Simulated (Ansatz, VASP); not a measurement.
**Al7Ga11N18 (random wurtzite alloy of AlN and GaN) in two plane-wave programs**

Aim: how closely do two programs agree when they are given the same cell, functional and k mesh? The cell is taken from a series of runs on this material, whose earlier steps may have relaxed, scaled, displaced or heated it; both programs get it as it stands.

Calculated with Ansatz 0.2.0; plane waves, with VASP 6.6.1 beside it; single point at PBE.

### Step 1. Set-up

The cell holds 72 atoms: 22 Ga, 36 N and 14 Al. Its edges and angles: a = 9.477 Å, b = 9.477 Å, c = 10.212 Å, α = 90.0°, β = 90.0°, γ = 120.0°. It derives from AlN (wurtzite), repeated 3×3×2. Wurtzite AlN, 3 x 3 x 2 conventional cells, 22 of 36 Al sites given to Ga at random (x = 0.611), lattice by Vegard's rule (a = 3.159 A, c = 5.106 A); (so at first; earlier steps may have moved the atoms), displaced by a Gaussian of 0.02 A Then every atom was moved at random, 0.02 A r.m.s. a Cartesian component (hydrogen 0.6 of that).

Structure file:

```xyz
72
Lattice="9.4773 0.0000 0.0000 -4.7386 8.2076 0.0000 0.0000 0.0000 10.2122" Properties=species:S:1:pos:R:3 pbc="T T T"
Ga    4.7242    8.2041    0.0073
Ga    0.0136    0.0249    5.1306
Ga    7.8721    2.7621    0.0231
Ga   -1.5904    4.5519    2.5439
Ga   -1.5717    2.7749    5.0618
Ga    6.2633    5.4302   10.1940
Ga    6.2586    5.4867    5.1170
Ga   -3.1187    7.2738    7.6472
Ga   -1.5765    8.1833    5.1332
Ga    1.6109    2.7399    5.1187
Ga    1.6076    4.6054    7.7057
Ga   -0.0450    5.4951   10.1716
Ga   -0.0115    7.2801    2.5271
Ga    0.0205    7.2946    7.6755
Ga    6.3779    0.0543    0.0272
Ga    6.3148    1.8501    2.5347
Ga    6.2913    0.0208    5.1357
Ga    6.3253    1.8161    7.6988
Ga    4.7320    2.7297    5.0916
Ga    3.1898    5.4987    0.0238
Ga    3.1442    7.2763    2.5469
Ga    3.1252    7.3032    7.6421
N    -0.0270    1.8598    0.6555
N     9.4094    0.0387    3.1542
N    -0.0132    1.8113    5.7313
N     0.0237    0.0382    8.2777
N    -1.6634    4.5418    0.6234
N     7.8732    2.7345    3.1709
N    -1.5505    4.5759    5.7718
N    -1.5895    2.7614    8.2720
N    -3.1664    7.2758    0.6107
N     6.2712    5.4543    3.1782
N    -3.1361    7.2922    5.7075
N    -3.1708    5.4978    8.2622
N     3.2014    1.8544    0.6349
N    -1.6039    8.2068    3.1659
N     3.1764    1.7520    5.7357
N     3.1689    0.0181    8.2924
N     1.5751    4.5958    0.6240
N     1.5843    2.7710    3.2012
N     1.6244    4.6094    5.7033
N     1.6135    2.7687    8.2287
N    -0.0039    7.3203    0.6639
N     0.0095    5.4352    3.1627
N    -0.0478    7.3350    5.7324
N     0.0438    5.5162    8.2563
N     6.3540    1.8249    0.5977
N     1.5968    8.1783    3.1882
N     6.2895    1.8676    5.7285
N     1.6153    8.2013    8.2959
N     4.7379    4.6062    0.6815
N     4.7395    2.7176    3.1537
N     4.7469    4.5709    5.7581
N     4.7100    2.7211    8.2791
N     3.1745    7.3754    0.6370
N     3.1768    5.4713    3.1416
N     3.1644    7.2863    5.6794
N     3.0929    5.4640    8.2912
Al   -0.0316    1.8304    2.5418
Al   -0.0317    1.8054    7.6794
Al   -1.6427    4.5256    7.6817
Al   -3.1500    7.2620    2.5967
Al   -1.5554    8.2058   10.1969
Al    3.1297    1.8347    2.5712
Al    3.1624    1.8020    7.6808
Al    1.6124    2.7656   10.1938
Al    1.6215    4.5297    2.5453
Al   -0.0117    5.4846    5.1270
Al    4.7260    2.7558   10.2027
Al    4.7340    4.5503    2.5301
Al    4.7132    4.5499    7.6482
Al    3.1886    5.4188    5.1488
```

### Step 2. Ansatz: single point, PBE, pair 1

Ansatz runs on its default PAW (the set named soft_2) files.

A single point gives forces, pressure and levels at one fixed geometry, so differences don't come from the geometry; what else differs is listed under the comparison.

input.yaml reads:

```yaml
crystal:
  lattice:
    - [9.4773, 0.0, 0.0]
    - [-4.73865, 8.20758, 0.0]
    - [0.0, 0.0, 10.2122]
  atoms:
    - { symbol: Ga, position: [0.99826, 0.99957, 0.00071] }
    - { symbol: "N", position: [0.11045, 0.2266, 0.06419] }
    - { symbol: Al, position: [0.10817, 0.22301, 0.2489] }
    - { symbol: "N", position: [0.9952, 0.00472, 0.30887] }
    - { symbol: Ga, position: [0.00295, 0.00303, 0.5024] }
    - { symbol: "N", position: [0.10895, 0.22069, 0.56122] }
    - { symbol: Al, position: [0.10664, 0.21997, 0.75198] }
    - { symbol: "N", position: [0.00483, 0.00466, 0.81057] }
    - { symbol: Ga, position: [0.99889, 0.33653, 0.00226] }
    - { symbol: "N", position: [0.10117, 0.55337, 0.06104] }
    - { symbol: Ga, position: [0.10949, 0.5546, 0.2491] }
    - { symbol: "N", position: [0.99733, 0.33317, 0.3105] }
    - { symbol: Ga, position: [0.00321, 0.33809, 0.49566] }
    - { symbol: "N", position: [0.11516, 0.55752, 0.56519] }
    - { symbol: Al, position: [0.10236, 0.55139, 0.75221] }
    - { symbol: "N", position: [0.0005, 0.33644, 0.81001] }
    - { symbol: Ga, position: [0.99168, 0.66161, 0.99822] }
    - { symbol: "N", position: [0.10913, 0.88647, 0.0598] }
    - { symbol: Al, position: [0.11002, 0.88479, 0.25427] }
    - { symbol: "N", position: [0.99398, 0.66454, 0.31122] }
    - { symbol: Ga, position: [0.99462, 0.66849, 0.50107] }
    - { symbol: "N", position: [0.11333, 0.88847, 0.55889] }
    - { symbol: Ga, position: [0.11404, 0.88623, 0.74883] }
    - { symbol: "N", position: [0.00035, 0.66984, 0.80905] }
    - { symbol: Al, position: [0.33577, 0.99978, 0.9985] }
    - { symbol: "N", position: [0.45077, 0.22594, 0.06217] }
    - { symbol: Al, position: [0.442, 0.22354, 0.25178] }
    - { symbol: "N", position: [0.33071, 0.9999, 0.31001] }
    - { symbol: Ga, position: [0.33217, 0.99704, 0.50265] }
    - { symbol: "N", position: [0.44189, 0.21346, 0.56165] }
    - { symbol: Al, position: [0.44346, 0.21955, 0.75212] }
    - { symbol: "N", position: [0.33547, 0.00221, 0.81201] }
    - { symbol: Al, position: [0.33861, 0.33696, 0.9982] }
    - { symbol: "N", position: [0.44617, 0.55994, 0.0611] }
    - { symbol: Al, position: [0.44704, 0.55189, 0.24924] }
    - { symbol: "N", position: [0.33597, 0.33761, 0.31347] }
    - { symbol: Ga, position: [0.33689, 0.33383, 0.50123] }
    - { symbol: "N", position: [0.4522, 0.5616, 0.55848] }
    - { symbol: Ga, position: [0.45019, 0.56112, 0.75456] }
    - { symbol: "N", position: [0.33892, 0.33734, 0.80577] }
    - { symbol: Ga, position: [0.33001, 0.66951, 0.99602] }
    - { symbol: "N", position: [0.44553, 0.89189, 0.06501] }
    - { symbol: Ga, position: [0.44229, 0.887, 0.24746] }
    - { symbol: "N", position: [0.33211, 0.66222, 0.3097] }
    - { symbol: Al, position: [0.33288, 0.66823, 0.50205] }
    - { symbol: "N", position: [0.4418, 0.89369, 0.56133] }
    - { symbol: Ga, position: [0.44654, 0.88876, 0.7516] }
    - { symbol: "N", position: [0.34067, 0.67209, 0.80847] }
    - { symbol: Ga, position: [0.67627, 0.00661, 0.00266] }
    - { symbol: "N", position: [0.78161, 0.22234, 0.05853] }
    - { symbol: Ga, position: [0.77901, 0.22541, 0.2482] }
    - { symbol: "N", position: [0.6667, 0.99643, 0.3122] }
    - { symbol: Ga, position: [0.66509, 0.00253, 0.5029] }
    - { symbol: "N", position: [0.77741, 0.22754, 0.56095] }
    - { symbol: Ga, position: [0.77805, 0.22127, 0.75388] }
    - { symbol: "N", position: [0.67006, 0.99924, 0.81235] }
    - { symbol: Al, position: [0.66655, 0.33576, 0.99907] }
    - { symbol: "N", position: [0.78053, 0.56121, 0.06673] }
    - { symbol: Al, position: [0.77671, 0.5544, 0.24775] }
    - { symbol: "N", position: [0.66564, 0.33111, 0.30882] }
    - { symbol: Ga, position: [0.66559, 0.33258, 0.49858] }
    - { symbol: "N", position: [0.77933, 0.55691, 0.56385] }
    - { symbol: Al, position: [0.77449, 0.55435, 0.74893] }
    - { symbol: "N", position: [0.66274, 0.33153, 0.81071] }
    - { symbol: Ga, position: [0.67155, 0.66995, 0.00233] }
    - { symbol: "N", position: [0.78426, 0.89861, 0.06238] }
    - { symbol: Ga, position: [0.77503, 0.88654, 0.2494] }
    - { symbol: "N", position: [0.66851, 0.66661, 0.30763] }
    - { symbol: Al, position: [0.66656, 0.66022, 0.50418] }
    - { symbol: "N", position: [0.77777, 0.88775, 0.55614] }
    - { symbol: Ga, position: [0.77466, 0.88981, 0.74833] }
    - { symbol: "N", position: [0.65921, 0.66572, 0.81189] }
kpoints:
  mp_grid: { grid: [1, 1, 1] }
hamiltonian:
  xc: pbe
scf:
  occupations: { method: fermi_dirac, width: 0.05 }
output:
  forces: true
  eigenvalues: true
  populations: true
  stress: true
```

Command:

```
$ ansatz run input.yaml --threads 4 --pin off --max-ram 8192MiB --backend cpu --events-out ev --progress --plain --runs-dir out
```

Numbers of over 12 decimals in the logs are rounded to 6 here.

Log:

```text
Engine: ansatz 0.2.0, aarch64-unknown-linux-gnu
Pseudopotentials: kind: paw
Pseudopotential: Ga, paw, valence charge 13, recommended cutoff 420 eV (normal), Ga.paw.azcp
Pseudopotential: N, paw, valence charge 5, recommended cutoff 420 eV (normal), N.paw.azcp
Pseudopotential: Al, paw, valence charge 3, recommended cutoff 420 eV (normal), Al.paw.azcp
Functional definition: PBE
  parameter kappa = 0.804
  parameter beta = 0.066725
  exchange = pbe_x(kappa = kappa, mu = beta*pi^2/3)
  correlation = pbe_c(beta = beta)
Crystal: 72 atoms, lattice volume = 794.363 Å³
Basis set: ecut = 420 eV, 15467 PW (Γ), exchange–correlation on 128×128×144 points (8 copies of the dense FFT grid, shifted against one another)
Bands: 326, of which v1, the nominal top of the filled ones, is band 254 counted from 1 (253 counted from 0)
Symmetry: 1 space group operations
Space group: P1 (ITA 1), of the structure as read, at distance tolerance 9.3e-5 Å
k-points: 1
Non-local potential: Ga, projectors of the file, l = 0: 2, l = 1: 2, l = 2: 3, l = 3: 1
Non-local potential: N, projectors of the file, l = 0: 2, l = 1: 2, l = 2: 1
Non-local potential: Al, projectors of the file, l = 0: 2, l = 1: 2, l = 2: 1
PAW form: soft (Blöchl's): semilocal exchange-correlation on the pseudo side does not see the compensation charge
PAW one-centre angular grid: Ga, 590 points (default); XC on 64 Gauss nodes
PAW one-centre angular grid: N, 110 points (default); XC on 64 Gauss nodes
PAW one-centre angular grid: Al, 110 points (default); XC on 64 Gauss nodes
Initial density: superposition of atomic densities (neutral atoms: chi_scale 0, normalization atom), corrected by the library's trained network
Initial wavefunctions: pseudopotential atomic-orbital guess
Functional: x = pbe(κ = 0.804, μ = 0.219515), c = pbe(β = 0.066725)
SCF iter   1: F=—  HF=-104625.964112 eV  |F-HF|=—  |Δ(HF+E_count)|=         —  Δρ=5.06e-3  dr2=2.03e-1  ethr=1.77e-3  ⟨swp⟩=5.0  Hψ=1164  notcnv=0  defer=48
preconditioner: auto → Resta (q_TF=auto, 2.532 Å⁻¹)  ε∞=4.5  [insulator: Δε(μ)=2.670 eV  Ē_g=15.865 eV  σ=0.050 eV  W_gap=1.00  n_scr=212 (ndim 8)  ℏωp=29.7 eV  f_vac=0.000  D(μ)=0.00/eV (n_scr^D=0)  ε∞_Penn≈4.5]
SCF iter   2: F=—  HF=-104625.921607 eV  |F-HF|=—  |Δ(HF+E_count)|=   4.25e-2  Δρ=2.07e-3  dr2=2.22e-2  ethr=3.99e-5  ⟨swp⟩=2.0  Hψ=628  notcnv=0  defer=61
SCF iter   3: F=—  HF=-104625.922833 eV  |F-HF|=—  |Δ(HF+E_count)|=   1.23e-3  Δρ=9.54e-4  dr2=5.98e-3  ethr=4.37e-6  ⟨swp⟩=1.0  Hψ=265  notcnv=0  defer=61
SCF iter   4: F=—  HF=-104625.924222 eV  |F-HF|=—  |Δ(HF+E_count)|=   1.39e-3  Δρ=2.32e-4  dr2=3.89e-4  ethr=1.18e-6  ⟨swp⟩=3.0  Hψ=519  notcnv=0  defer=61
SCF iter   5: F=—  HF=-104625.924164 eV  |F-HF|=—  |Δ(HF+E_count)|=   5.82e-5  Δρ=1.06e-4  dr2=6.59e-5  ethr=7.65e-8  ⟨swp⟩=2.0  Hψ=518  notcnv=0  defer=61
SCF iter   6: F=—  HF=-104625.923455 eV  |F-HF|=—  |Δ(HF+E_count)|=   7.08e-4  Δρ=3.25e-5  dr2=8.88e-6  ethr=1.30e-8  ⟨swp⟩=2.0  Hψ=519  notcnv=0  defer=61
SCF iter   7: F=—  HF=-104625.923459 eV  |F-HF|=—  |Δ(HF+E_count)|=   3.50e-6  Δρ=1.29e-5  dr2=1.19e-6  ethr=1.75e-9  ⟨swp⟩=2.0  Hψ=566  notcnv=0  defer=61
SCF iter   8: F=-104625.923459 eV  HF=-104625.923459 eV  |F-HF|=3.06e-8  |Δ(HF+E_count)|=   3.44e-7  Δρ=2.96e-6  dr2=7.39e-8  ethr=1.97e-11  ⟨swp⟩=13.0  Hψ=1912  notcnv=0
SCF 1 converged in 8 iterations: F = -104625.923459 eV  dr2 = 7.39e-8
  greatest PAW one-centre occupation: 0.996 electrons in one spin orbital (limit 2), on the Ga atom at site 38 (counted from 0), in its partial waves of l = 2
SCF converged after 8 iterations
Free energy (F): -104625.923459 eV
Harris-Foulkes:  -104625.923459 eV  (|F-HF|=3.06e-8)
Internal energy: -104625.923459 eV  (E = F + TS)
E sigma→0 (E₀):  -104625.923459 eV
Fermi energy:    10.250660 eV
--- Per-component energies (eV) ---
  E_band       = 0.178765
  E_kinetic    = 7692.054671
  E_local      = -54839.639532  (includes V_loc(G=0)·N_el)
  E_nonlocal   = 11213.302306
  E_hartree    = 25178.002636
  E_xc         = -4261.351578
  E_vxc        = -4466.102894  (∫ρ·V_xc dr)
  E_paw        = -54985.317538  (= ΣΔE_a)
  E_vpaw       = -9955.443945  (= ΣTr[D̂ρ^β])
  E_aug_tail   = 0.001667  (compensation charges beyond the density's cutoff)
  E_ewald      = -34622.976092
  E_smearing   = -0.000000  (= −TS)
  E_closure    = -0.000000  (closes the sum)
  Σ components = -104625.923459   (vs F -104625.923459, Δ=0.00e0)
--- Forces (eV/Å), atoms counted from 1 ---
  atom   1  Ga     1.02012110     0.68344728    -0.02729891
  atom   2  N      1.43991173     0.41874607    -0.24289356
  atom   3  Al     0.37363980     0.01877233     0.50742633
  atom   4  N      1.96360669    -0.01032401    -0.12474319
  atom   5  Ga    -0.38463545    -0.35661811    -0.84746991
  atom   6  N      0.20696032     0.81187814     1.08197413
  atom   7  Al     0.67420655     0.84350181    -0.37504044
  atom   8  N     -0.35220909    -0.13308170    -0.39243314
  atom   9  Ga     0.83571992    -0.36561977    -0.55874479
  atom  10  N      0.97556433     0.70996438    -0.26986540
  atom  11  Ga     0.01697380     0.38275784     0.37086732
  atom  12  N      0.96763587    -0.14970410    -0.64441836
  atom  13  Ga    -0.17774053    -0.35003696     0.94295467
  atom  14  N     -0.05944267     0.47738877     0.12653844
  atom  15  Al     1.08407140     0.83673308    -0.44171735
  atom  16  N      0.78801415    -0.00121385    -0.06930290
  atom  17  Ga     0.58373607     1.32758129     0.06847618
  atom  18  N      1.00739898     0.52278744     0.72481747
  atom  19  Al    -0.76644244     0.69242147    -0.64061479
  atom  20  N     -0.16123494     0.35375960    -0.42318571
  atom  21  Ga     1.34346288    -0.37179866    -0.28726859
  atom  22  N     -0.68024498    -0.05931158     0.42931536
  atom  23  Ga    -0.55498112     0.92982593     0.08960206
  atom  24  N     -0.42731557    -1.82354773    -0.43635438
[...]
atom  65  Ga    -0.89563169     0.45253071    -0.01066244
  atom  66  N     -0.21542264    -1.41226978    -0.25109983
  atom  67  Ga     0.17161915     0.26961269     0.51365812
  atom  68  N      0.06681165    -1.47990846     0.81350178
  atom  69  Al    -0.30438073     1.29269143    -1.10845744
  atom  70  N     -0.11201985    -0.93660623     0.52256466
  atom  71  Ga     1.21297320    -0.18702504    -0.33275879
  atom  72  N      3.06593145     0.54343477     0.16997644
  max |Σ_I F_I| component: 1.11e-4 eV/Å
--- Stress (GPa, compression-positive) ---
        6.533720       0.216954      -0.003405
        0.216959       6.716338      -0.327841
       -0.003404      -0.327854       4.918780
  P = ⅓ Tr σ = 6.0563 GPa (60.563 kbar)
--- Band table (eV) ---
  k-point 0: bands = [... 250 lower, 8.5001, 8.8526, 8.9028, 8.9089, 11.5528, 13.6322, 13.6457, 13.7626, ... 68 higher]
--- Löwdin populations: 72 sites ---
  site symbol       q [e]
     0     Ga     12.2251
     1      N      5.8931
     2     Al      1.8746
     3      N      5.8897
     4     Ga     12.2186
     5      N      5.8239
     6     Al      1.8751
     7      N      5.8354
     8     Ga     12.2222
     9      N      5.7622
    10     Ga     12.2236
    11      N      5.8276
    12     Ga     12.2154
    13      N      5.8992
    14     Al      1.8676
    15      N      5.9073
    16     Ga     12.2273
    17      N      5.8800
    18     Al      1.8933
    19      N      5.8989
    20     Ga     12.2168
    21      N      5.7661
    22     Ga     12.2093
    23      N      5.8925
[...]
64     Ga     12.2174
    65      N      5.7629
    66     Ga     12.2118
    67      N      5.9533
    68     Al      1.8759
    69      N      5.8208
    70     Ga     12.2265
    71      N      5.8239
  spilling = 0.003410 (of n_electrons = 508.000000)
```

Reading the cycles: dr2 is the Hartree energy of the density residual (eV), the measure of convergence; HF is the Harris–Foulkes estimate of the energy, which meets the free energy F at convergence.

The run ends at a pressure of 6.06 GPa, with forces up to 3.1 eV/Å.

(Part 1 of 3 ends here.)

[Lines on the potential files, build, host, timing and source positions are cut from VASP's logs without a mark.]

[Logs are printed without paths, hosts, clocks, repeated set-up lines and the standing remarks that a program may print on its own settings, such as how far it seeks lower states.]

[Hosts, paths, dates, database ids (printed as entryN), source tags and the programs' standing remarks are cut or masked in the printed files.]
